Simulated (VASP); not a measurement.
A convergence study with VASP on TiS₂: one setting is varied, all else stays as given below, so the limit is that of these other settings.

```
TiS2
1.0
    3.39295     0.00000     0.00000
   -1.69647     2.93838     0.00000
    0.00000     0.00000    22.50731
Ti S
2 4
Direct
  0.00000   0.00000   0.37401
  0.00000   0.00000   0.62599
  0.33333   0.66667   0.43701
  0.66667   0.33333   0.31101
  0.33333   0.66667   0.68899
  0.66667   0.33333   0.56300
```

Method: PBEsol GGA, VASP's PBE PAW potentials (set 64) (plane waves; VASP). The tightest run used: 300 eV cut-off, 29×29×1 Γ-centred mesh, Fermi-Dirac smearing of 0.10 eV, potentials Ti_sv S.

```csv
setting,E (eV/atom),irreducible k-points
2×2×1 mesh,-6.5766,2
3×3×1 mesh,-6.9210,3
4×4×1 mesh,-6.9858,4
5×5×1 mesh,-7.0091,5
```

Task: These are the cheaper rows. Estimate the results at 29×29×1 mesh, and how far the last row shown lies from them.

Result: 
| quantity | tightest run | last row shown is off by |
|---|---|---|
| E (eV/atom) | -7.0269 | 0.0178 |

VASP warned of too few bands at 3×3×1 mesh.

Left out are rungs that failed or repeat a setting and relaxations that didn't move; long series are thinned to 24 rows.

The cell is a sheet or thin cut with vacuum, built from a generated structure.
